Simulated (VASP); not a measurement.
Here is the system:

```xyz
3
Lattice="0.0000 2.6963 2.6963 2.6963 0.0000 2.6963 2.6963 2.6963 0.0000" Properties=species:S:1:pos:R:3 pbc="T T T"
Ca     2.6963     5.3926     2.6963
F      1.3481     1.3481     1.3481
F      4.0444     4.0444     4.0444
```

These are PW91 GGA, VASP's PBE PAW potentials (set 64) (plane waves; VASP) values and carry that method's errors. Settings: 520 eV cut-off, 7×7×7 Γ-centred mesh, Gaussian smearing of 0.050 eV, potentials Ca_sv F.

**Question.** What does the run give for the energy per atom (σ→0), pressure?

**Answer.** 
```json
{
  "energy per atom (σ→0)": "-5827 meV/atom",
  "pressure": "5.61 GPa"
}
```

Total energies compare only between runs with the same potentials, cut-off and functional.

The compound is CaF2 in the fluorite structure. This cell is one point of a volume scan, at 0.94 of the reference volume.
